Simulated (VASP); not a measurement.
Crystal: SrZr2O3.

```
Sr Zr O
1.0
     2.39476    1.38262    4.95640
    -2.39476    1.38262    4.95640
     0.00000   -2.76524    4.95640
Sr Zr O
1 2 3
Direct
  0.00000 0.00000 0.00000
  0.81339 0.81339 0.81339
  0.18661 0.18661 0.18661
  0.50000 0.50000 0.00000
  0.00000 0.50000 0.50000
  0.50000 0.00000 0.50000
```

The cell was built by a generator and needn't be a form met in nature.

| Property | Result |
| --- | --- |
| Program | VASP 6.6.1 |
| Task | relaxation of cell and atoms |
| Functional | PBE |
| Potentials or basis | VASP PAW PBE potentials, release 64 (Sr_sv, Zr_sv, O) |
| Cutoff | 520 eV |
| k mesh | 4 × 4 × 4 |
| Occupations | gaussian, width 0.15 eV |
| Spin | no spin polarisation |

At the start: pressure 5.6 GPa; volume 16.41 Å³/atom.

Problem. How do energy, volume and symmetry change on relaxing?

Solution. Over 16 steps the energy falls by 2104.4 meV/atom and the volume is 22.74 Å³/atom (+38.5 %); space group R-3m (No. 166, to 0.05 Å).

Step by step:
```
step  energy change (eV)  largest force (eV/Å)  pressure (GPa)  volume (Å³)
   1              0.0000                5.7190            5.64        98.47
   2             -4.2996                7.6774           -1.68       106.68
   3            -12.2227                1.0000            5.93       130.62
   4            -12.2871                0.3167            4.90       129.19
   5            -12.2984                0.1698            4.14       128.31
   6            -12.3901                1.1718           -6.16       146.30
   7            -12.4879                0.7277           -2.17       138.57
   8            -12.4792                1.8682            3.25       139.66
   9            -12.5750                0.5119            0.38       139.18
  10            -12.6034                0.1150           -1.19       140.80
  11            -12.6042                0.0506           -1.40       141.02
  12            -12.6192                0.2673           -0.28       139.07
  13            -12.6197                0.2953           -0.06       138.71
  14            -12.6247                0.0692           -0.37       138.10
  15            -12.6253                0.0551           -0.45       137.76
  16            -12.6265                0.0672            0.24       136.41
```

Final structure:
```
Sr Zr O
1.0
     2.82844    1.63300    4.92227
    -2.82844    1.63300    4.92227
     0.00000   -3.26600    4.92227
Sr Zr O
1 2 3
Direct
  0.00000 0.00000 0.00000
  0.74248 0.74248 0.74248
  0.25752 0.25752 0.25752
  0.50000 0.50000 0.00000
  0.00000 0.50000 0.50000
  0.50000 0.00000 0.50000
```

Caveat: the k mesh is coarse (spacing up to 0.39 Å⁻¹), so the values aren't converged; the volume moved by over 15 % at a fixed basis, so the end points are rough.
